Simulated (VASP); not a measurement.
Calculation: PBE GGA + U (Dudarev), VASP's PBE PAW potentials (set 64) (plane waves; VASP 6.6.1).

Input for VASP

**POSCAR**
```
MnO
1
    4.5288000000     2.2644000000     2.2644000000
    2.2644000000     4.5288000000     2.2644000000
    2.2644000000     2.2644000000     4.5288000000
Mn O
2 2
Direct
  0.0000000000   0.0000000000   0.0000000000
  0.5000000000   0.5000000000   0.5000000000
  0.2500000000   0.2500000000   0.2500000000
  0.7500000000   0.7500000000   0.7500000000
```

File KPOINTS:
```
Automatic mesh
0
Gamma
7 7 7
0 0 0
```

**INCAR**
```
ALGO = Normal
EDIFF = 1E-6
ENCUT = 520
GGA = PE
ISIF = 2
ISMEAR = 0
ISPIN = 2
LASPH = T
LCHARG = F
LDAU = T
LDAUJ = 0 0
LDAUL = 2 -1
LDAUPRINT = 1
LDAUTYPE = 2
LDAUU = 3.0 0
LMAXMIX = 4
LORBIT = 10
LREAL = F
LWAVE = F
MAGMOM = 5.0 -5.0 0.0 0.0
NELM = 100
PREC = Accurate
SIGMA = 0.05
SYSTEM = MnO
```

POTCAR, in this order: Mn_pv O (PBE.64 set). Program: vasp_std.

The resulting files:

File OUTCAR:
```
 ion  position               nearest neighbor table
   1  0.000  0.000  0.000-   4 2.26   4 2.26   4 2.26   3 2.26   3 2.26   3 2.26
   2  0.500  0.500  0.500-   3 2.26   3 2.26   3 2.26   4 2.26   4 2.26   4 2.26
   3  0.250  0.250  0.250-   1 2.26   1 2.26   1 2.26   2 2.26   2 2.26   2 2.26
   4  0.750  0.750  0.750-   2 2.26   2 2.26   2 2.26   1 2.26   1 2.26   1 2.26
  LATTYP: Found a trigonal (rhomboedric) cell.
 ALAT       =     5.5466245736
 COS(alpha) =     0.8333333333
 Subroutine PRICEL returns following result:
  LATTYP: Found a face centered cubic cell.
 ALAT       =     4.5288000000
 Subroutine GETGRP returns: Found 12 space group operations
The static configuration has the point symmetry D_3d.
The dynamic configuration has the point symmetry D_3d.
The overall configuration has the point symmetry D_3d.
 Subroutine INISYM returns: Found 12 space group operations
 Subroutine IBZKPT returns following result:
 Found     44 irreducible k-points:

 Following reciprocal coordinates:
            Coordinates               Weight
  0.000000  0.000000  0.000000      1.000000
  0.142857 -0.000000 -0.000000      6.000000
  0.285714 -0.000000 -0.000000      6.000000
  0.428571 -0.000000 -0.000000      6.000000
  0.142857  0.142857 -0.000000      6.000000
  0.285714  0.142857 -0.000000     12.000000
  0.428571  0.142857 -0.000000     12.000000
 -0.428571  0.142857  0.000000     12.000000
 -0.285714  0.142857  0.000000     12.000000
 -0.142857  0.142857  0.000000      6.000000
  0.285714  0.285714 -0.000000      6.000000
  0.428571  0.285714 -0.000000     12.000000
 -0.428571  0.285714  0.000000     12.000000
 -0.285714  0.285714  0.000000      6.000000
  0.428571  0.428571 -0.000000      6.000000
 -0.428571  0.428571  0.000000      6.000000
  0.142857  0.142857  0.142857      2.000000
  0.285714  0.142857  0.142857      6.000000
  0.428571  0.142857  0.142857      6.000000
 -0.428571  0.142857  0.142857      6.000000
 -0.285714  0.142857  0.142857      6.000000
 -0.142857  0.142857  0.142857      6.000000
  0.285714  0.285714  0.142857      6.000000
  0.428571  0.285714  0.142857     12.000000
 -0.428571  0.285714  0.142857     12.000000
 -0.285714  0.285714  0.142857     12.000000
 -0.142857  0.285714  0.142857     12.000000
  0.428571  0.428571  0.142857      6.000000
 -0.428571  0.428571  0.142857     12.000000
 -0.285714  0.428571  0.142857     12.000000
 -0.142857  0.428571  0.142857     12.000000
 -0.428571 -0.428571  0.142857      6.000000
 -0.285714 -0.428571  0.142857     12.000000
 -0.285714 -0.285714  0.142857      6.000000
  0.285714  0.285714  0.285714      2.000000
  0.428571  0.285714  0.285714      6.000000
 -0.428571  0.285714  0.285714      6.000000
 -0.285714  0.285714  0.285714      6.000000
  0.428571  0.428571  0.285714      6.000000
 -0.428571  0.428571  0.285714     12.000000
   k-points           NKPTS =     44   k-points in BZ     NKDIM =     44   number of bands    NBANDS=     23
   number of dos      NEDOS =    301   number of ions     NIONS =      4
   total plane-waves  NPLWV =  74088
   dimension x,y,z NGX =    42 NGY =   42 NGZ =   42
   dimension x,y,z NGXF=    84 NGYF=   84 NGZF=   84
   ions per type =               2   2
   PREC   = accura    normal or accurate (medium, high low for compatibility)
   ISTART =      0    job   : 0-new  1-cont  2-samecut
   ICHARG =      2    charge: 1-file 2-atom 10-const
   ISPIN  =      2    spin polarized calculation?
   LNONCOLLINEAR =      F non collinear calculations
   LSORBIT =      F    spin-orbit coupling
   INIWAV =      1    electr: 0-lowe 1-rand  2-diag
   ENCUT  =  520.0 eV  38.22 Ry    6.18 a.u.  10.31 10.31 10.31*2*pi/ulx,y,z
...
```

### OSZICAR
```
       N       E                     dE             d eps       ncg     rms          rms(c)
DAV:   1     0.454913485263E+03    0.45491E+03   -0.22437E+04  4112   0.200E+03
DAV:   2     0.189272480650E+02   -0.43599E+03   -0.42883E+03  4125   0.554E+02
DAV:   3    -0.329323012739E+02   -0.51860E+02   -0.50631E+02  5875   0.174E+02
DAV:   4    -0.343549161332E+02   -0.14226E+01   -0.14181E+01  4477   0.302E+01
DAV:   5    -0.343786397508E+02   -0.23724E-01   -0.23715E-01  5030   0.437E+00    0.186E+01
DAV:   6    -0.306979678279E+02    0.36807E+01   -0.40268E+01  5268   0.547E+01    0.159E+01
DAV:   7    -0.314749719177E+02   -0.77700E+00   -0.35859E+00  4461   0.217E+01    0.988E+00
DAV:   8    -0.313082604238E+02    0.16671E+00   -0.19849E+00  4874   0.104E+01    0.587E+00
DAV:   9    -0.314805194442E+02   -0.17226E+00   -0.22376E-01  4961   0.488E+00    0.119E+00
DAV:  10    -0.314834396426E+02   -0.29202E-02   -0.35473E-02  4857   0.169E+00    0.596E-01
DAV:  11    -0.314812084335E+02    0.22312E-02   -0.24868E-02  4769   0.100E+00    0.202E-01
DAV:  12    -0.314818174971E+02   -0.60906E-03   -0.15003E-03  4694   0.322E-01    0.791E-02
DAV:  13    -0.314818607509E+02   -0.43254E-04   -0.48102E-04  5468   0.214E-01    0.810E-02
DAV:  14    -0.314817996650E+02    0.61086E-04   -0.30937E-04  5009   0.139E-01    0.318E-02
DAV:  15    -0.314818063194E+02   -0.66543E-05   -0.22688E-05  4468   0.453E-02    0.364E-03
DAV:  16    -0.314818065482E+02   -0.22881E-06   -0.31840E-06  3779   0.140E-02
   1 F= -.31481807E+02 E0= -.31481807E+02  d E =-.305394E-21  mag=     0.0000
```

### OUTCAR
```
------------------------ aborting loop because EDIFF is reached ----------------------------------------
  FORCE on cell =-STRESS in cart. coord.  units (eV):
  Direction    XX          YY          ZZ          XY          YZ          ZX
  --------------------------------------------------------------------------------------
  Total       -1.1360688     -1.1360688     -1.1360688     -0.2808987     -0.2808987     -0.2808987
  in kB      -39.1918534    -39.1918534    -39.1918534     -9.6903806     -9.6903806     -9.6903806
  external PRESSURE =     -39.1918534 kB  Pullay stress =       0.0000000 kB
  volume of cell :       46.44
      direct lattice vectors                 reciprocal lattice vectors
     4.528800000  2.264400000  2.264400000     0.331213567 -0.110404522 -0.110404522
     2.264400000  4.528800000  2.264400000    -0.110404522  0.331213567 -0.110404522
     2.264400000  2.264400000  4.528800000    -0.110404522 -0.110404522  0.331213567
 POSITION                                       TOTAL-FORCE (eV/Angst)
 -----------------------------------------------------------------------------------
      0.00000      0.00000      0.00000        -0.000000     -0.000000      0.000000
      4.52880      4.52880      4.52880         0.000000     -0.000000     -0.000000
      2.26440      2.26440      2.26440         0.000000     -0.000000      0.000000
      6.79320      6.79320      6.79320        -0.000000      0.000000     -0.000000
 -----------------------------------------------------------------------------------
    total drift:                                0.000000     -0.000000     -0.000000
  FREE ENERGIE OF THE ION-ELECTRON SYSTEM (eV)
  ---------------------------------------------------
  free  energy   TOTEN  =       -31.4818065482 eV

  energy  without entropy=      -31.4818065482  energy(sigma->0) =      -31.48180655

 total charge

# of ion       s       p       d       tot
------------------------------------------
    1        0.195   6.162   4.940  11.297
    2        0.195   6.162   4.940  11.297
    3        1.556   3.419   0.000   4.975
    4        1.556   3.419   0.000   4.975
--------------------------------------------------
tot          3.502  19.162   9.880  32.544

 magnetization (x)

# of ion       s       p       d       tot
------------------------------------------
    1        0.020   0.019   4.508   4.547
    2       -0.020  -0.019  -4.508  -4.547
    3        0.000   0.000   0.000   0.000
    4        0.000   0.000   0.000   0.000
--------------------------------------------------
tot          0.000   0.000   0.000   0.000
```
(Selected blocks of OUTCAR.)

The compound is MnO in the rock salt, AFM-II order structure. The cell was not relaxed at this level. The run is one of a series of settings (LDAU = .TRUE., LDAUJ = 0 0, LDAUL = 2 -1, LDAUTYPE = 2, LDAUU = 3.0 0 against the base run), some of them coarse on purpose.
